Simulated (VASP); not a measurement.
```yaml
crystal:
  lattice:
    - [2.46540, -4.27019, 0.00000]
    - [2.46540, 4.27019, 0.00000]
    - [0.00000, 0.00000, 8.07119]
  atoms:
    - { symbol: Ag, position: [0.66667, 0.33333, 0.50017] }
    - { symbol: Ag, position: [0.33333, 0.66667, 0.00017] }
    - { symbol: I, position: [0.66667, 0.33333, 0.87483] }
    - { symbol: I, position: [0.33333, 0.66667, 0.37483] }
```

All values below come from vdW-DF2, VASP's PBE PAW potentials (set 64) (plane waves; VASP 6.6.1). Numerical set-up: 520 eV cut-off, 5×5×3 Γ-centred mesh, Gaussian smearing of 0.050 eV, potentials Ag I.

Q: Estimate the energy per atom (σ→0), pressure.

A: 
The energy per atom (σ→0) comes out as 20.8 kJ/mol of atoms and the pressure is -1.11 GPa.

The absolute energy has meaning only against runs of the same code, potentials and settings.

The compound is AgI in the wurtzite structure. This cell is one point of a volume scan, at 1.06 of the reference volume.
